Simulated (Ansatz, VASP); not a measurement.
# Cross-check of Zr2CO2 (Zr2CO2 MXene monolayer) between VASP and Ansatz, part 2 of 2

Aim: how closely do two programs agree when they are given the same cell, functional and k mesh? The structure shown is the start of the Ansatz relaxation below; VASP solves that cell, so the two are compared at the walk's first step.

VASP 6.6.1 and Ansatz 0.2.0.

So far: The starting structure; Ansatz: relaxation, PBE with D3(BJ).

**3. VASP: single point, PBE with D3(BJ), start cell**

Level of this step: PBE with D3(BJ); plane waves and PAW (O, Zr_sv, C) (VASP).

The same cell, functional, mesh and smearing now go to VASP, with its own data sets.

Lines of VASP's logs that name or quote its potential files are left out, and so is its time.

File INCAR:

```
SYSTEM = Zr2CO2
PREC = Accurate
ENCUT = 520
EDIFF = 1E-06
NELM = 120
ISMEAR = -1
SIGMA = 0.05
LREAL = .FALSE.
ALGO = Normal
GGA = PE
IVDW = 12
NBANDS = 26
LASPH = .TRUE.
LORBIT = 11
LWAVE = .FALSE.
LCHARG = .FALSE.
ISIF = 2
LDIPOL = .TRUE.
IDIPOL = 3
DIPOL = 0.5 0.5 0.5
LVHAR = .TRUE.
GGA_COMPAT = .FALSE.
EFERMI = MIDGAP
NELMDL = -8
KPAR = 2
```

File POSCAR:

```
Zr2CO2
1.0
    3.2890000000      0.0000000000      0.0000000000
   -1.6445000000      2.8483580000      0.0000000000
    0.0000000000      0.0000000000     40.9529470000
O Zr C
2 2 1
Direct
    0.3333332748      0.6666665496      0.4395288085
    0.6666667252      0.3333334504      0.5604711915
    0.6666667252      0.3333334504      0.4683111572
    0.3333332748      0.6666665496      0.5316888428
    0.0000000000      0.0000000000      0.4999999878
```

File KPOINTS:

```
Automatic mesh
0
Gamma
12 12 1
0 0 0
```

PAW data sets: O, Zr_sv and C (PBE family, release 64).

The run is started by

```bash
$ mpirun -np 2 vasp_std
```

Numbers of over 12 decimals in the logs are rounded to 6 here.

The program printed:

```text
[banner, memory and clock lines left out]
running    2 mpi-ranks, on    1 nodes
 distrk:  each k-point on    1 cores,    2 groups
 distr:  one band on    1 cores,    1 groups

 POSCAR found type information on POSCAR O ZrC
 POSCAR found :  3 types and       5 ions
 LDA part: xc-table for (Slater+PW92), standard interpolation
 POSCAR, INCAR and KPOINTS ok, starting setup
 FFT: planning ... GRIDC
 FFT: planning ... GRID_SOFT
 FFT: planning ... GRID
 WAVECAR not read
 entering main loop
       N       E                     dE             d eps       ncg     rms          rms(c)
DAV:   1     0.424369394160E+03    0.42437E+03   -0.18165E+04  1236   0.119E+03
DAV:   2     0.418579019694E+01   -0.42018E+03   -0.41323E+03  1360   0.321E+02
DAV:   3    -0.523883159885E+02   -0.56574E+02   -0.56114E+02  1404   0.116E+02
DAV:   4    -0.557884970897E+02   -0.34002E+01   -0.33946E+01  1588   0.260E+01
DAV:   5    -0.559070416013E+02   -0.11854E+00   -0.11851E+00  1488   0.377E+00
DAV:   6    -0.559091003464E+02   -0.20587E-02   -0.20585E-02  1536   0.622E-01
DAV:   7    -0.559091442989E+02   -0.43952E-04   -0.43951E-04  1488   0.817E-02
DAV:   8    -0.559091455454E+02   -0.12465E-05   -0.12464E-05  1480   0.137E-02    0.301E+01
DAV:   9    -0.470153488967E+02    0.88938E+01   -0.69544E+01  1134   0.415E+01    0.135E+01
DAV:  10    -0.466957165397E+02    0.31963E+00   -0.12835E+01  1280   0.182E+01    0.784E+00
DAV:  11    -0.464121492163E+02    0.28357E+00   -0.26162E+00  1246   0.101E+01    0.216E+00
DAV:  12    -0.463875437387E+02    0.24605E-01   -0.34050E-01  1282   0.344E+00    0.658E-01
DAV:  13    -0.463905358821E+02   -0.29921E-02   -0.66420E-02  1372   0.145E+00    0.384E-01
DAV:  14    -0.463878055329E+02    0.27303E-02   -0.11135E-02  1424   0.556E-01    0.118E-01
[...]
DAV:  20    -0.463881096962E+02   -0.86429E-04   -0.96203E-06  1084   0.165E-02    0.388E-03
DAV:  21    -0.463881491478E+02   -0.39452E-04   -0.11970E-06   812   0.571E-03    0.182E-03
DAV:  22    -0.463882046901E+02   -0.55542E-04   -0.16771E-06   904   0.447E-03    0.111E-03
DAV:  23    -0.463882182604E+02   -0.13570E-04   -0.46729E-07   726   0.259E-03    0.567E-04
DAV:  24    -0.463882288665E+02   -0.10606E-04   -0.36957E-07   744   0.186E-03    0.477E-04
DAV:  25    -0.463882311672E+02   -0.23006E-05   -0.65088E-08   572   0.100E-03    0.137E-04
DAV:  26    -0.463882337104E+02   -0.25433E-05   -0.75869E-08   622   0.775E-04    0.130E-04
DAV:  27    -0.463882340833E+02   -0.37289E-06   -0.12165E-08   560   0.397E-04
   1 F= -.47444197E+02 E0= -.47444183E+02  d E =-.279417E-04
```

From OUTCAR (step 3):

```text
ion  position               nearest neighbor table
   1  0.333  0.667  0.440-   3 2.23   3 2.23   3 2.24
   2  0.667  0.333  0.560-   4 2.23   4 2.23   4 2.24
   3  0.667  0.333  0.468-   1 2.23   1 2.23   1 2.24   5 2.30   5 2.30   5 2.30   4 3.22   4 3.22
                             4 3.22
   4  0.333  0.667  0.532-   2 2.23   2 2.23   2 2.24   5 2.30   5 2.30   5 2.30   3 3.22   3 3.22
                             3 3.22
   5  0.000  0.000  0.500-   3 2.30   3 2.30   3 2.30   4 2.30   4 2.30   4 2.30

  LATTYP: Found a hexagonal cell.
 ALAT       =     3.2890000000
 C/A-ratio  =    12.4514889024

 Subroutine GETGRP returns: Found 12 space group operations
 (whereof 12 operations were pure point group operations)

The static configuration has the point symmetry D_3d.

 Found     19 irreducible k-points:

   k-points           NKPTS =     19   k-points in BZ     NKDIM =     19   number of bands    NBANDS=     26

   dimension x,y,z NGX =    24 NGY =   24 NGZ =  320
   dimension x,y,z NGXF=    48 NGYF=   48 NGZF=  640

   ENCUT  =  520.0 eV  38.22 Ry    6.18 a.u.   6.12  6.12 76.15*2*pi/ulx,y,z

   NELECT =      40.0000    total number of electrons

 k-points in reciprocal lattice and weights: Automatic mesh
   0.00000000  0.00000000  0.00000000       0.007
   0.08333333  0.00000000  0.00000000       0.042
   0.16666667 -0.00000000  0.00000000       0.042
   0.25000000 -0.00000000  0.00000000       0.042
   0.33333333  0.00000000  0.00000000       0.042
   0.41666667 -0.00000000  0.00000000       0.042
   0.50000000 -0.00000000  0.00000000       0.021
   0.08333333  0.08333333  0.00000000       0.042
   0.16666667  0.08333333  0.00000000       0.083
[...]
0.33333333  0.25000000  0.00000000       0.083
   0.33333333  0.33333333  0.00000000       0.014

 dipolmoment           0.000000      0.000000      0.000002 electrons x Angstroem

 average (electrostatic) potential at core
       1 -79.2239       2 -79.2238       3 -88.1620       4 -88.1620       5 -58.0358

 E-fermi :  -4.9143

 k-point     1 :       0.0000    0.0000    0.0000
  band No.  band energies     occupation
    ...
     16      -7.5758      2.00000
     17      -7.5758      2.00000
     18      -5.6914      2.00000
     19      -5.2567      1.99788
     20      -5.2567      1.99788
     21      -3.1567      0.00000
     22      -3.1567      0.00000
     23      -2.6280      0.00000
     24      -1.0414      0.00000
     25      -1.0414      0.00000
    ...

 k-point     2 :       0.0833    0.0000    0.0000
  band No.  band energies     occupation
    ...
     16      -7.5490      2.00000
     17      -7.4606      2.00000
     18      -5.7238      2.00000
     19      -5.5785      2.00000
     20      -5.4581      1.99996
     21      -3.2174      0.00000
     22      -2.9126      0.00000
     23      -2.5098      0.00000
     24      -1.0138      0.00000
     25      -0.9474      0.00000
    ...

 k-point     3 :       0.1667   -0.0000    0.0000
  band No.  band energies     occupation
    ...
     16      -7.4929      2.00000
     17      -7.1696      2.00000
     18      -6.5975      2.00000
     19      -5.8162      2.00000
     20      -5.5423      1.99999
     21      -3.5839      0.00000
     22      -2.4036      0.00000
     23      -2.0748      0.00000
     24      -0.9755      0.00000
     25      -0.6486      0.00000
    ...

 Edisp (eV)   -1.05596

  Total      -2.31669    -2.31669    -1.99390    -0.00000    -0.00000     0.00000
  in kB      -9.67464    -9.67464    -8.32666    -0.00000    -0.00000     0.00000
  external pressure =       -9.23 kB  Pullay stress =        0.00 kB

  energy-cutoff  :      520.00
  volume of cell :      383.66
      direct lattice vectors                 reciprocal lattice vectors
     3.289000000  0.000000000  0.000000000     0.304043782  0.175539732  0.000000000
    -1.644500000  2.848358000  0.000000000     0.000000000  0.351079464  0.000000000
     0.000000000  0.000000000 40.952947000     0.000000000  0.000000000  0.024418267

 POSITION                                       TOTAL-FORCE (eV/Angst)
 -----------------------------------------------------------------------------------
     -0.00000      1.89890     18.00000        -0.000000     -0.000000      2.958973
      1.64450      0.94945     22.95295         0.000000      0.000000     -2.958973
      1.64450      0.94945     19.17872        -0.000000     -0.000000     -4.904525
     -0.00000      1.89890     21.77422         0.000000      0.000000      4.904525
      0.00000      0.00000     20.47647         0.000000      0.000000      0.000000
 -----------------------------------------------------------------------------------
    total drift:                                0.000000      0.000000      0.000365

  FREE ENERGIE OF THE ION-ELECTRON SYSTEM (eV)
  ---------------------------------------------------
  free  energy   TOTEN  =       -47.4441973059 eV

  energy  without entropy=      -47.4441693643  energy(sigma->0) =      -47.44418334

 vacuum level on the upper side and lower side of the slab         2.429         2.429

 total charge
# of ion       s       p       d       tot
------------------------------------------
    1        1.574   3.363   0.000   4.937
    2        1.574   3.363   0.000   4.937
    3        2.177   6.052   1.485   9.715
    4        2.177   6.052   1.485   9.715
    5        0.882   1.564   0.000   2.446
--------------------------------------------------
tot          8.386  20.394   2.970  31.749

[... 3 further parts left out ...]
```

**4. Side by side**

Known differences besides the potentials themselves: Ansatz cuts the interaction across the vacuum, VASP repeats the sheet with a dipole correction; the cutoff is 420 eV in Ansatz and 520 eV in VASP. Total energies have different zeros and are not compared.

Forces (eV/Å; atoms numbered as in POSCAR):

```tsv
atom	Ansatz x, y, z	VASP x, y, z
O1	0.000, 0.000, 2.983	0.000, 0.000, 2.959
O2	0.000, 0.000, -2.983	0.000, 0.000, -2.959
Zr3	0.000, 0.000, -4.909	0.000, 0.000, -4.905
Zr4	0.000, 0.000, 4.909	0.000, 0.000, 4.905
C5	0.000, 0.000, 0.000	0.000, 0.000, 0.000
```

The forces differ by 9.0 meV/Å r.m.s., which is 0.4 % of the r.m.s. force of 2.092 eV/Å (both taken over all components). With vacuum in the cell, a pressure given here is an average over mostly empty space and none of the material.

**5. Results**

```
r.m.s. force difference (single point, PBE with D3(BJ), start cell) : 0.43 % of the r.m.s. force
```

What this shows: The r.m.s. force difference is 0.43 % of the r.m.s. force (single point, PBE with D3(BJ), start cell), within the 3 % picked in this series as the mark of a large difference. 1 further run of this series is not shown here. Such differences can come from data sets, numerical settings and the points named under the comparisons, not from the functional's error against experiment.

[Lines on the potential files, build, host, timing and source positions are cut from VASP's logs without a mark.]

[Logs are printed without paths, hosts, clocks, repeated set-up lines and the standing remarks that a program may print on its own settings, such as how far it seeks lower states.]

[Hosts, paths, dates, database ids (printed as entryN), source tags and the programs' standing remarks are cut or masked in the printed files.]
